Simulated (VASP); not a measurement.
Output of a VASP run:

**OSZICAR**
```
       N       E                     dE             d eps       ncg     rms          rms(c)
DAV:   1    -0.359154266180E+01   -0.35915E+01   -0.49755E+03   936   0.982E+02
DAV:   2    -0.194525749252E+02   -0.15861E+02   -0.15505E+02  1432   0.107E+02
DAV:   3    -0.195436986355E+02   -0.91124E-01   -0.91124E-01   912   0.105E+01
DAV:   4    -0.195438436026E+02   -0.14497E-03   -0.14497E-03  1328   0.437E-01
DAV:   5    -0.195438436329E+02   -0.30367E-07   -0.30367E-07   944   0.467E-03    0.566E+00
DAV:   6    -0.190799693230E+02    0.46387E+00   -0.34655E-01   920   0.461E+00    0.338E+00
DAV:   7    -0.189226049877E+02    0.15736E+00   -0.37315E-01  1056   0.491E+00    0.706E-01
DAV:   8    -0.189234473599E+02   -0.84237E-03   -0.18168E-03   936   0.499E-01    0.454E-02
DAV:   9    -0.189234534217E+02   -0.60618E-05   -0.12847E-04  1304   0.970E-02    0.247E-02
DAV:  10    -0.189234654436E+02   -0.12022E-04   -0.12407E-05   904   0.418E-02    0.507E-03
DAV:  11    -0.189234653209E+02    0.12274E-06   -0.35498E-08   608   0.222E-03
   1 F= -.18923465E+02 E0= -.18923465E+02  d E =-.189235E+02
       N       E                     dE             d eps       ncg     rms          rms(c)
DAV:   1    -0.189253952569E+02   -0.19298E-02   -0.21211E-01  1072   0.483E+00    0.422E-01
DAV:   2    -0.189230705005E+02    0.23248E-02   -0.19422E-03   992   0.431E-01    0.214E-01
DAV:   3    -0.189221579465E+02    0.91255E-03   -0.19242E-03   976   0.356E-01    0.395E-02
DAV:   4    -0.189221549680E+02    0.29785E-05   -0.33949E-06   896   0.257E-02    0.242E-02
DAV:   5    -0.189221540693E+02    0.89871E-06   -0.31861E-07   696   0.883E-03
   2 F= -.18922154E+02 E0= -.18922154E+02  d E =0.131125E-02
       N       E                     dE             d eps       ncg     rms          rms(c)
DAV:   1    -0.189265656045E+02   -0.44106E-02   -0.65576E-02  1064   0.267E+00    0.234E-01
DAV:   2    -0.189258380426E+02    0.72756E-03   -0.60594E-04  1000   0.239E-01    0.119E-01
DAV:   3    -0.189255537769E+02    0.28427E-03   -0.60063E-04   968   0.198E-01    0.213E-02
DAV:   4    -0.189255529542E+02    0.82270E-06   -0.10634E-06   872   0.146E-02
   3 F= -.18925553E+02 E0= -.18925553E+02  d E =-.208763E-02
```

### OUTCAR
```
------------------------ aborting loop because EDIFF is reached ----------------------------------------
  FORCE on cell =-STRESS in cart. coord.  units (eV):
  Direction    XX          YY          ZZ          XY          YZ          ZX
  --------------------------------------------------------------------------------------
  Total       -0.0016171     -0.0016171     -0.0016171     -0.0000000     -0.0000000      0.0000000
  in kB       -0.2309939     -0.2309939     -0.2309939     -0.0000000     -0.0000000      0.0000000
  external PRESSURE =      -0.2309939 kB  Pullay stress =       0.0000000 kB
  volume of cell :       11.22
      direct lattice vectors                 reciprocal lattice vectors
     0.000000000  1.776670952  1.776670952    -0.281425212  0.281425212  0.281425212
     1.776670952 -0.000000000  1.776670952     0.281425212 -0.281425212  0.281425212
     1.776670952  1.776670952  0.000000000     0.281425212  0.281425212 -0.281425212
 POSITION                                       TOTAL-FORCE (eV/Angst)
 -----------------------------------------------------------------------------------
      0.00000      0.00000      0.00000        -0.000000     -0.000000     -0.000000
      0.88834      0.88834      0.88834         0.000000      0.000000      0.000000
 -----------------------------------------------------------------------------------
    total drift:                                0.000000      0.000000      0.000000
  FREE ENERGIE OF THE ION-ELECTRON SYSTEM (eV)
  ---------------------------------------------------
  free  energy   TOTEN  =       -18.9255529542 eV

  energy  without entropy=      -18.9255529542  energy(sigma->0) =      -18.92555295

 reached required accuracy - stopping structural energy minimisation
```
(Selected blocks of OUTCAR.)

### POSCAR
```
C
1
    0.0000000000     1.7835000000     1.7835000000
    1.7835000000     0.0000000000     1.7835000000
    1.7835000000     1.7835000000     0.0000000000
C
2
Direct
  0.0000000000   0.0000000000   0.0000000000
  0.2500000000   0.2500000000   0.2500000000
```

### Question
Reconstruct the remaining input files.

### Answer
Several could match; the one computed here: the input of the run itself, AM05 GGA, plane waves, VASP's PBE PAW potentials (set 64).

**KPOINTS**
```
kpoints
0
gamma
 11 11 11
```

### INCAR
```
ENCUT  =  520
GGA  =  AM   # AM05
LASPH  =  .TRUE.   # aspherical one-centre terms
SYSTEM  =  C
LCHARG  =  .FALSE.
EDIFF  =  1E-6   # SCF stop (eV)
SIGMA  =  0.05
IBRION  =  2   # conjugate gradients
EDIFFG  =  -0.01   # ionic stop
ISMEAR  =  0   # Gaussian
ALGO  =  Normal   # blocked Davidson
ISIF  =  3
NSW  =  60   # most ionic steps
LWAVE  =  .FALSE.
LREAL  =  .FALSE.   # projection in real space or not
PREC  =  Accurate
NELM  =  100   # most electronic steps
```

POTCAR, in this order: C (PBE.64 set). Program: vasp_std.

The compound is C in the diamond structure. This run relaxes it. Symmetry was kept, so distortions that lower it aren't found.
